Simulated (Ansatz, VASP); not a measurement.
# SiGe60 (amorphous Ge) in two plane-wave programs

One calculation is typed for both programs; each brings its own data sets. How far apart do they land? Of the first pair: The structure shown is the start of the Ansatz relaxation below; VASP solves that cell, so the two are compared at the walk's first step.

Calculated with Ansatz 0.2.0; plane waves, with VASP 6.6.1 beside it; r2SCAN.

## Step 1: The structure

The cell holds 61 atoms: 60 Ge and 1 Si. Cell: a = 11.722 Å, b = 11.722 Å, c = 11.722 Å, α = 90.0°, β = 90.0°, γ = 90.0°. It derives from Ge (amorphous Ge). As first built, before any earlier steps moved the atoms or strained the cell (in the runner's words): 61 atoms (61 Ge) placed at random at 4.57 g/cm^3, melted at 3500 K for 10 ps at fixed volume with the Tersoff potential (Tersoff, Phys. Rev. B 39, 5566 (1989)). Quenched from 3500 K to 100 K at 5 K/ps and fixed volume, held 5 ps, then minimised at fixed cell. Nearest the centre at fractional (0.674, 0.415, 0.958): Si61 at 0.00 Å, Ge50 at 2.44 Å, Ge26 at 2.51 Å, Ge24 at 2.54 Å, Ge48 at 2.65 Å, Ge15 at 3.65 Å, Ge1 at 3.81 Å, Ge43 at 3.82 Å.

## Step 2: Ansatz: relaxation, r2SCAN

Ansatz runs on its PAW soft_1 files.

The two programs are compared at the cell with which this relaxation starts, whose forces are those of its first step.

File input.yaml:

```yaml
crystal:
  lattice:
    - [11.7217, 0.0, 0.0]
    - [0.0, 11.7217, 0.0]
    - [0.0, 0.0, 11.7217]
  atoms:
    - { symbol: Ge, position: [0.62444, 0.16239, 0.75925] }
    - { symbol: Ge, position: [0.22172, 0.38053, 0.67267] }
    - { symbol: Ge, position: [0.40356, 0.59694, 0.15197] }
    - { symbol: Ge, position: [0.36235, 0.77968, 0.44409] }
    - { symbol: Ge, position: [0.4316, 0.75707, 0.01953] }
    - { symbol: Ge, position: [0.50461, 0.65277, 0.34189] }
    - { symbol: Ge, position: [0.18632, 0.55578, 0.16893] }
    - { symbol: Ge, position: [0.4208, 0.85649, 0.6463] }
    - { symbol: Ge, position: [0.11146, 0.63504, 0.98196] }
    - { symbol: Ge, position: [0.15203, 0.17783, 0.03151] }
    - { symbol: Ge, position: [0.3073, 0.94494, 0.32221] }
    - { symbol: Ge, position: [0.77333, 0.88003, 0.21425] }
    - { symbol: Ge, position: [0.36643, 0.50196, 0.80594] }
    - { symbol: Ge, position: [0.9832, 0.24548, 0.91662] }
    - { symbol: Ge, position: [0.65178, 0.10544, 0.97553] }
    - { symbol: Ge, position: [0.2839, 0.17665, 0.61786] }
    - { symbol: Ge, position: [0.1234, 0.04289, 0.6698] }
    - { symbol: Si, position: [0.67399, 0.41508, 0.95767] }
    - { symbol: Ge, position: [0.33589, 0.2798, 0.09381] }
    - { symbol: Ge, position: [0.5592, 0.16371, 0.31421] }
    - { symbol: Ge, position: [0.25884, 0.45725, 0.46828] }
    - { symbol: Ge, position: [0.47446, 0.48868, 0.4752] }
    - { symbol: Ge, position: [0.00686, 0.39471, 0.75763] }
    - { symbol: Ge, position: [0.81754, 0.98609, 0.5147] }
    - { symbol: Ge, position: [0.79544, 0.25387, 0.03742] }
    - { symbol: Ge, position: [0.18341, 0.66492, 0.46395] }
    - { symbol: Ge, position: [0.66432, 0.37752, 0.74679] }
    - { symbol: Ge, position: [0.98921, 0.85183, 0.21809] }
    - { symbol: Ge, position: [0.86096, 0.22695, 0.24931] }
    - { symbol: Ge, position: [0.48604, 0.1234, 0.11376] }
    - { symbol: Ge, position: [0.74918, 0.78728, 0.57446] }
    - { symbol: Ge, position: [0.96025, 0.07542, 0.79903] }
    - { symbol: Ge, position: [0.08871, 0.78273, 0.62015] }
    - { symbol: Ge, position: [0.20976, 0.9717, 0.97708] }
    - { symbol: Ge, position: [0.28526, 0.68655, 0.87856] }
    - { symbol: Ge, position: [0.9036, 0.8911, 0.88167] }
    - { symbol: Ge, position: [0.37148, 0.94326, 0.11236] }
    - { symbol: Ge, position: [0.62437, 0.73944, 0.92903] }
    - { symbol: Ge, position: [0.81678, 0.38697, 0.39499] }
    - { symbol: Ge, position: [0.58595, 0.73818, 0.71293] }
    - { symbol: Ge, position: [0.07351, 0.18977, 0.23221] }
    - { symbol: Ge, position: [0.02741, 0.95339, 0.50832] }
    - { symbol: Ge, position: [0.04659, 0.66146, 0.29783] }
    - { symbol: Ge, position: [0.94212, 0.57322, 0.86236] }
    - { symbol: Ge, position: [0.74926, 0.0592, 0.32473] }
    - { symbol: Ge, position: [0.90951, 0.74212, 0.72452] }
    - { symbol: Ge, position: [0.81058, 0.12973, 0.66306] }
    - { symbol: Ge, position: [0.24424, 0.86471, 0.76826] }
    - { symbol: Ge, position: [0.45264, 0.43577, 0.99961] }
    - { symbol: Ge, position: [0.53287, 0.53278, 0.67702] }
    - { symbol: Ge, position: [0.77411, 0.59017, 0.01094] }
    - { symbol: Ge, position: [0.84896, 0.56816, 0.26638] }
    - { symbol: Ge, position: [0.46615, 0.0627, 0.64043] }
    - { symbol: Ge, position: [0.71386, 0.71583, 0.35427] }
    - { symbol: Ge, position: [0.72614, 0.90861, 0.99942] }
    - { symbol: Ge, position: [0.10285, 0.99657, 0.32002] }
    - { symbol: Ge, position: [0.61147, 0.34836, 0.39615] }
    - { symbol: Ge, position: [0.39837, 0.10262, 0.44009] }
    - { symbol: Ge, position: [0.05417, 0.83597, 0.01896] }
    - { symbol: Ge, position: [0.21471, 0.3604, 0.26254] }
    - { symbol: Ge, position: [0.84042, 0.33618, 0.62014] }
kpoints:
  mp_grid: { grid: [1, 1, 1] }
hamiltonian:
  xc: r2scan
  pseudopotentials: { kind: paw, azcp: { folder: soft_1 } }
scf:
  occupations: { method: fermi_dirac, width: 0.025 }
output:
  forces: true
  eigenvalues: true
relax:
  f_tol: 0.05
  max_steps: 90
```

Launch:

```
> ansatz run input.yaml --threads 4 --pin off --max-ram 15872MiB --backend cpu --events-out ev --progress --plain --runs-dir out
```

Numbers of over 12 decimals in the logs are rounded to 6 here.

The program printed:

```text
Engine: ansatz 0.2.0, aarch64-unknown-linux-gnu
Pseudopotentials: kind: paw
Pseudopotential: Ge, paw, valence charge 14, recommended cutoff 500 eV (meta_gga), soft_1/Ge.paw.azcp
Pseudopotential: Si, paw, valence charge 4, recommended cutoff 500 eV (meta_gga), soft_1/Si.paw.azcp
Functional definition: r2SCAN
  parameter k0 = 0.174
  parameter k1 = 0.065
  parameter a1 = 4.9479
  exchange = r2scan_x(k0 = k0, k1 = k1, a1 = a1)
  correlation = r2scan_c
Crystal: 61 atoms, lattice volume = 1610.541 Å³
Basis set: ecut = 500 eV, 40747 PW (Γ), exchange–correlation on 360×360×360 points (64 copies of the dense FFT grid, shifted against one another)
Bands: 507, of which v1, the nominal top of the filled ones, is band 422 counted from 1 (421 counted from 0)
Symmetry: 1 space group operations
Space group: P1 (ITA 1), of the structure as read, at distance tolerance 1.2e-4 Å
k-points: 1
Non-local potential: Ge, projectors of the file, l = 0: 2, l = 1: 2, l = 2: 3, l = 3: 1
Non-local potential: Si, projectors of the file, l = 0: 2, l = 1: 2, l = 2: 1
PAW form: soft (Blöchl's): semilocal exchange-correlation on the pseudo side does not see the compensation charge
PAW frozen core: Ge, regenerated for the run's functional (the file was generated under x = pbe(κ = 0.804, μ = 0.219515), c = pbe(β = 0.066725))
PAW frozen core: Si, regenerated for the run's functional (the file was generated under x = pbe(κ = 0.804, μ = 0.219515), c = pbe(β = 0.066725))
PAW one-centre angular grid: Ge, 590 points (default); XC on 160 Gauss nodes
PAW one-centre angular grid: Si, 302 points (default); XC on 160 Gauss nodes
Initial density: superposition of atomic densities (chi_scale 0.1, normalization cell, long waves kept (reshape's long-wave potential 0.03 eV rms))
Initial wavefunctions: pseudopotential atomic-orbital guess
Functional: x = r2scan, c = r2scan; τ floored in thin density (d = 2e-4 eV/Å³)
iter 1 solved again at ethr=1.88e-3 eV; its pass at ethr=3.10e-3 eV (dr2=1.58e1 eV) is discarded
SCF iter   1: F=—  HF=-258796.164444 eV  |F-HF|=—  |Δ(HF+E_count)|=         —  Δρ=3.13e-2  dr2=1.58e1  dr2_τ=1.01e-1  ethr=1.88e-3  ⟨swp⟩=2.0  Hψ=2446  notcnv=0
preconditioner: auto → Resta (q_TF=auto, 2.450 Å⁻¹)  ε∞=2.4  [insulator: Δε(μ)=0.226 eV  Ē_g=22.612 eV  σ=0.025 eV  W_gap=0.98  n_scr=388 (ndim 8)  ℏωp=26.9 eV  f_vac=0.080  D(μ)=1.69/eV (n_scr^D=0)  ε∞_Penn≈2.4]
SCF iter   2: F=—  HF=-258796.453045 eV  |F-HF|=—  |Δ(HF+E_count)|=   2.89e-1  Δρ=1.85e-2  dr2=5.56e0  dr2_τ=2.72e-2  ethr=1.88e-3  ⟨swp⟩=5.0  Hψ=658  notcnv=0
preconditioner: auto → LDOS  [insulator: Δε(μ)=0.198 eV  Ē_g=22.561 eV  σ=0.025 eV  W_gap=0.96  n_scr=388 (ndim 8)  ℏωp=26.9 eV  f_vac=0.096  D(μ)=2.95/eV (n_scr^D=6)  ε∞_Penn≈2.4  β→1.0]
SCF iter   3: F=—  HF=-258798.065982 eV  |F-HF|=—  |Δ(HF+E_count)|=    1.61e0  Δρ=6.46e-3  dr2=9.14e0  dr2_τ=1.27e-2  ethr=6.59e-4  ⟨swp⟩=3.0  Hψ=693  notcnv=0  defer=73
SCF iter   4: F=—  HF=-258797.271600 eV  |F-HF|=—  |Δ(HF+E_count)|=   7.94e-1  Δρ=3.62e-3  dr2=2.12e0  dr2_τ=4.06e-3  ethr=6.59e-4  ⟨swp⟩=4.0  Hψ=556  notcnv=0  defer=73
SCF iter   5: F=—  HF=-258796.916780 eV  |F-HF|=—  |Δ(HF+E_count)|=   3.55e-1  Δρ=7.59e-4  dr2=3.93e-2  dr2_τ=1.98e-4  ethr=2.51e-4  ⟨swp⟩=3.0  Hψ=597  notcnv=0  defer=75
SCF iter   6: F=—  HF=-258796.912510 eV  |F-HF|=—  |Δ(HF+E_count)|=   4.27e-3  Δρ=3.52e-4  dr2=4.85e-3  dr2_τ=3.21e-5  ethr=4.66e-6  ⟨swp⟩=2.0  Hψ=541  notcnv=0  defer=75
SCF iter   7: F=—  HF=-258796.913202 eV  |F-HF|=—  |Δ(HF+E_count)|=   6.92e-4  Δρ=1.71e-4  dr2=1.05e-3  dr2_τ=7.66e-6  ethr=5.75e-7  ⟨swp⟩=2.0  Hψ=539  notcnv=0  defer=75
SCF iter   8: F=—  HF=-258796.913395 eV  |F-HF|=—  |Δ(HF+E_count)|=   1.93e-4  Δρ=7.03e-5  dr2=1.73e-4  dr2_τ=1.39e-6  ethr=1.25e-7  ⟨swp⟩=2.0  Hψ=571  notcnv=0  defer=75
SCF iter   9: F=-258796.913425 eV  HF=-258796.913434 eV  |F-HF|=9.56e-6  |Δ(HF+E_count)|=   3.89e-5  Δρ=2.59e-5  dr2=2.59e-5  dr2_τ=2.31e-7  ethr=7.41e-9  ⟨swp⟩=9.0  Hψ=2431  notcnv=0
SCF 1 converged in 9 iterations: F = -258796.913425 eV  dr2 = 2.59e-5
  greatest PAW one-centre occupation: 0.998 electrons in one spin orbital (limit 2), on the Ge atom at site 51 (counted from 0), in its partial waves of l = 2
relax step   1: F+E_penalty+E_count = -258796.91342473 eV  Δ(F+E_penalty+E_count) = +0.000e0 eV  max|allowed force component| = 3.756e-1 eV/Å  Δτ_max = 0.0000 Å  (9 SCF iters, dr2 threshold 6.25e-5 eV, accepted)
Initial density: handed on by an earlier stage of this run
Initial wavefunctions: those handed on with the density
iter 1 solved again at ethr=2.81e-6 eV; its pass at ethr=3.10e-3 eV (dr2=2.37e-2 eV) is discarded
SCF iter   1: F=—  HF=-258796.865410 eV  |F-HF|=—  |Δ(HF+E_count)|=         —  Δρ=1.79e-3  dr2=2.51e-2  dr2_τ=4.08e-2  ethr=2.81e-6  ⟨swp⟩=2.0  Hψ=1306  notcnv=0  defer=75
[...]
--- Relaxed structure (3 steps of the walk, 3 accepted, 0 SCFs on fresh bases) ---
  F+E_penalty+E_count = -258796.95679711 eV   max|allowed force component| = 2.883e-2 eV/Å
  atoms:
    - { symbol: Ge, position: [0.624371, 0.162934, 0.759193] }
    - { symbol: Ge, position: [0.222594, 0.380355, 0.673203] }
    - { symbol: Ge, position: [0.405027, 0.595622, 0.152423] }
    - { symbol: Ge, position: [0.362267, 0.779820, 0.444564] }
    - { symbol: Ge, position: [0.431277, 0.755873, 0.020008] }
    - { symbol: Ge, position: [0.504989, 0.652932, 0.342479] }
    - { symbol: Ge, position: [0.186886, 0.555381, 0.169084] }
    - { symbol: Ge, position: [0.421030, 0.857170, 0.646776] }
    - { symbol: Ge, position: [0.110852, 0.634698, 0.982396] }
    - { symbol: Ge, position: [0.152181, 0.178170, 0.030420] }
    - { symbol: Ge, position: [0.307122, 0.944944, 0.322177] }
    - { symbol: Ge, position: [0.773189, 0.879795, 0.214594] }
    - { symbol: Ge, position: [0.367762, 0.501797, 0.806278] }
    - { symbol: Ge, position: [0.982698, 0.246151, 0.916256] }
    - { symbol: Ge, position: [0.651095, 0.105442, 0.975238] }
    - { symbol: Ge, position: [0.284514, 0.176250, 0.618296] }
    - { symbol: Ge, position: [0.123441, 0.043148, 0.670076] }
    - { symbol: Si, position: [0.673734, 0.414384, 0.956077] }
    - { symbol: Ge, position: [0.337244, 0.279940, 0.092805] }
    - { symbol: Ge, position: [0.558799, 0.163520, 0.313378] }
    - { symbol: Ge, position: [0.259329, 0.457411, 0.468624] }
    - { symbol: Ge, position: [0.474787, 0.488692, 0.475451] }
    - { symbol: Ge, position: [0.00772187, 0.395065, 0.757860] }
    - { symbol: Ge, position: [0.817297, 0.986797, 0.514589] }
    - { symbol: Ge, position: [0.792573, 0.256801, 0.035286] }
[...]
- { symbol: Ge, position: [0.714245, 0.715585, 0.354805] }
    - { symbol: Ge, position: [0.726059, 0.908118, 0.999829] }
    - { symbol: Ge, position: [0.102696, 0.997054, 0.319815] }
    - { symbol: Ge, position: [0.611097, 0.348103, 0.396139] }
    - { symbol: Ge, position: [0.397075, 0.103965, 0.439471] }
    - { symbol: Ge, position: [0.053830, 0.835542, 0.019654] }
    - { symbol: Ge, position: [0.215308, 0.359891, 0.261766] }
    - { symbol: Ge, position: [0.840701, 0.336381, 0.621708] }
```

Reading the cycles: dr2 is the Hartree energy of the density residual (eV), the measure of convergence; HF is the Harris–Foulkes estimate of the energy, which meets the free energy F at convergence.

## Step 3: VASP: single point, r2SCAN, start cell, pair 1

The same cell, functional, mesh and smearing now go to VASP, with its own data sets.

Lines of VASP's logs that name or quote its potential files are left out, and so is its time.

File INCAR:

```
SYSTEM = SiGe60
PREC = Accurate
ENCUT = 450
EDIFF = 1E-06
NELM = 120
ISMEAR = -1
SIGMA = 0.025
LREAL = Auto
ALGO = Normal
METAGGA = R2SCAN
LASPH = .TRUE.
NBANDS = 496
LORBIT = 11
LWAVE = .FALSE.
LCHARG = .FALSE.
ISIF = 2
GGA_COMPAT = .FALSE.
EFERMI = MIDGAP
LMIXTAU = .TRUE.
NCORE = 2
```

File POSCAR:

```
SiGe60
1.0
   11.7217000000      0.0000000000      0.0000000000
    0.0000000000     11.7217000000      0.0000000000
    0.0000000000      0.0000000000     11.7217000000
Ge Si
60 1
Direct
    0.6244401409      0.1623911207      0.7592499381
    0.2217169864      0.3805335404      0.6726669340
    0.4035592107      0.5969441293      0.1519660118
    0.3623535835      0.7796821280      0.4440908742
    0.4316012183      0.7570659546      0.0195278842
    0.5046111059      0.6527722088      0.3418872689
    0.1863210968      0.5557811580      0.1689260090
    0.4208007371      0.8564883933      0.6462970388
    0.1114599418      0.6350358736      0.9819565421
    0.1520257301      0.1778325669      0.0315142002
    0.3073018419      0.9449397272      0.3222058234
    0.7733263946      0.8800259348      0.2142521989
    0.3664314903      0.5019579071      0.8059411178
    0.9832020953      0.2454763388      0.9166161905
    0.6517825913      0.1054369247      0.9755325593
    0.2839007994      0.1766467321      0.6178625967
    0.1234036019      0.0428862708      0.6698004556
    0.3358898453      0.2797972990      0.0938089185
    0.5592021635      0.1637134545      0.3142121023
    0.2588361756      0.4572459626      0.4682767858
    0.4744618955      0.4886833821      0.4752041086
    0.0068590733      0.3947123711      0.7576290129
    0.8175435304      0.9860941672      0.5147034986
    0.7954392281      0.2538710255      0.0374177807
    0.1834119624      0.6649206173      0.4639514746
    0.6643234343      0.3775220318      0.7467858758
    0.9892080500      0.8518303659      0.2180912325
    0.8609587347      0.2269466033      0.2493068412
    0.4860387145      0.1234036019      0.1137633620
    0.7491831390      0.7872834145      0.5744559236
    0.9602532056      0.0754242132      0.7990308573
    0.0887072694      0.7827277613      0.6201489545
    0.2097562640      0.9717020569      0.9770767039
    0.2852572579      0.6865471732      0.8785585709
    0.9035976010      0.8910994139      0.8816724537
    0.3714819523      0.9432590836      0.1123557163
    0.6243718914      0.7394405248      0.9290290657
    0.8167757237      0.3869660544      0.3949939002
    0.5859474308      0.7381779093      0.7129341307
    0.0735132276      0.1897676958      0.2322103449
    0.0274106998      0.9533941323      0.5083221717
    0.0465888054      0.6614569559      0.2978322257
    0.9421159047      0.5732189017      0.8623578491
    0.7492599196      0.0591978979      0.3247310544
    0.9095097128      0.7421193172      0.7245194810
    0.8105820828      0.1297337417      0.6630608188
    0.2442393168      0.8647124564      0.7682588703
    0.4526391223      0.4357729681      0.9996075655
    0.5328663931      0.5327810812      0.6770178387
    0.7741112637      0.5901703678      0.0109369801
    0.8489638875      0.5681599085      0.2663777438
    0.4661525205      0.0627042153      0.6404275830
    0.7138640300      0.7158262027      0.3542660194
    0.7261404063      0.9086139383      0.9994198794
    0.1028519754      0.9965704633      0.3200218398
    0.6114727386      0.3483624389      0.3961541415
    0.3983722498      0.1026216334      0.4400897481
    0.0541730295      0.8359708916      0.0189562947
    0.2147128829      0.3603999420      0.2625387103
    0.8404241706      0.3361799056      0.6201404233
    0.6739892678      0.4150763115      0.9576682563
```

File KPOINTS:

```
Automatic mesh
0
Gamma
1 1 1
0 0 0
```

Potentials, in the order of the species: Ge_d and Si (PBE family, release 64).

Launch:

```
> mpirun -np 8 vasp_gam
```

The program printed:

```text
[banner, memory and clock lines left out]
running    8 mpi-ranks, on    1 nodes
[...]
|                                                                             |
|               ----> ADVICE to this user running VASP <----                  |
|                                                                             |
|     You enforced a specific xc type in the INCAR file but a different       |
|     [... a line on the potential file left out ...]
|     I HOPE YOU KNOW WHAT YOU ARE DOING!                                     |
|                                                                             |

 LDA part: xc-table for (None), standard interpolation
 POSCAR, INCAR and KPOINTS ok, starting setup
[...]
entering main loop
       N       E                     dE             d eps       ncg     rms          rms(c)
DAV:   1     0.163453699531E+05    0.16345E+05   -0.33135E+05  1064   0.491E+03
DAV:   2     0.329670606367E+04   -0.13049E+05   -0.12591E+05  1008   0.114E+03
DAV:   3    -0.156008685291E+03   -0.34527E+04   -0.32841E+04  1024   0.308E+02
DAV:   4    -0.836904461932E+03   -0.68090E+03   -0.62875E+03  1112   0.133E+02
[...]
DAV:  21    -0.824124679126E+03   -0.22873E-04   -0.25277E-05  1032   0.164E-02    0.167E-03
DAV:  22    -0.824124680937E+03   -0.18113E-05   -0.52012E-06   920   0.126E-02    0.151E-03
DAV:  23    -0.824124680160E+03    0.77672E-06   -0.35224E-07   544   0.681E-03
   1 F= -.82412468E+03 E0= -.82411924E+03  d E =-.108826E-01
```

Parts of OUTCAR (step 3):

```text
  Total      -39.0498949    -25.5146531    -62.3398964      3.7707411     -5.7282088     -3.1997150
  in kB      -38.8471038    -25.3821522    -62.0161573      3.7511591     -5.6984615     -3.1830984
  external PRESSURE =     -42.0818044 kB  Pullay stress =       0.0000000 kB

 POSITION                                       TOTAL-FORCE (eV/Angst)
 -----------------------------------------------------------------------------------
      7.31950      1.90350      8.89970        -0.004587      0.008807      0.004811
      2.59890      4.46050      7.88480        -0.011297      0.000749      0.025596
      4.73040      6.99720      1.78130         0.006043     -0.014784      0.012245
      4.24740      9.13920      5.20550        -0.003844     -0.018702      0.015271
      5.05910      8.87410      0.22890         0.007340      0.004276      0.008594
      5.91490      7.65160      4.00750        -0.010164     -0.002385     -0.003599
      2.18400      6.51470      1.98010         0.007933      0.000864      0.002646
      4.93250     10.03950      7.57570        -0.005197     -0.011545      0.003267
      1.30650      7.44370     11.51020        -0.023000     -0.007112      0.004394
      1.78200      2.08450      0.36940        -0.003564      0.003767     -0.020447
      3.60210     11.07630      3.77680         0.005215     -0.008823     -0.011066
      9.06470     10.31540      2.51140        -0.013461      0.000086      0.005777
      4.29520      5.88380      9.44700        -0.003915      0.001551      0.003166
     11.52480      2.87740     10.74430         0.007154      0.020744      0.005034
[...]
-----------------------------------------------------------------------------------
    total drift:                               -0.034527      0.009080      0.034237

  FREE ENERGIE OF THE ION-ELECTRON SYSTEM (eV)
  ---------------------------------------------------
  free  energy   TOTEN  =      -824.1246801604 eV

  energy  without entropy=     -824.1137975593  energy(sigma->0) =     -824.11923886

[... 3 further parts left out ...]
[key lines of the parts left out:]
E-fermi :   3.2707
```

The run ends at a pressure of -4.21 GPa, with forces up to 0.41 eV/Å.

## Step 4: Comparison

Known differences besides the potentials themselves: VASP keeps PBE cores, Ansatz makes them for the functional; the cutoff is 500 eV in Ansatz and 450 eV in VASP (PREC = Accurate, projectors in real space). Total energies have different zeros and are not compared.

Forces on 10 of the 61 atoms, those with the largest forces and the largest differences (eV/Å; atoms numbered as in POSCAR):

```csv
atom,"Ansatz x, y, z","VASP x, y, z"
Ge8,"0.003, 0.003, 0.016","-0.005, -0.012, 0.003"
Ge24,"-0.210, 0.267, -0.136","-0.213, 0.272, -0.126"
Ge26,"0.014, 0.084, 0.376","0.013, 0.080, 0.392"
Ge38,"-0.004, 0.001, 0.012","0.010, 0.010, 0.025"
Ge45,"-0.006, -0.004, 0.004","-0.019, -0.016, -0.006"
Ge48,"0.271, -0.008, -0.056","0.277, -0.004, -0.056"
Ge50,"-0.218, -0.337, -0.117","-0.214, -0.330, -0.110"
Ge52,"0.019, 0.001, -0.042","0.035, -0.008, -0.046"
Ge57,"-0.046, 0.039, 0.041","-0.055, 0.043, 0.034"
Si61,"0.137, 0.048, -0.090","0.132, 0.045, -0.094"
```

The forces differ by 7.8 meV/Å r.m.s., which is 13.4 % of the r.m.s. force of 0.058 eV/Å (both taken over all components).

## Step 5: Ansatz: relaxation, r2SCAN

This run makes the geometry at which the two programs are then compared.

The structure compared here is the end of the Ansatz relaxation.

This is the run of step 2 again, met here at its other cell.

(Continued in part 2 of 2.)

[Lines on the potential files, build, host, timing and source positions are cut from VASP's logs without a mark.]

[Logs are printed without paths, hosts, clocks, repeated set-up lines and the standing remarks that a program may print on its own settings, such as how far it seeks lower states.]

[Hosts, paths, dates, database ids (printed as entryN), source tags and the programs' standing remarks are cut or masked in the printed files.]
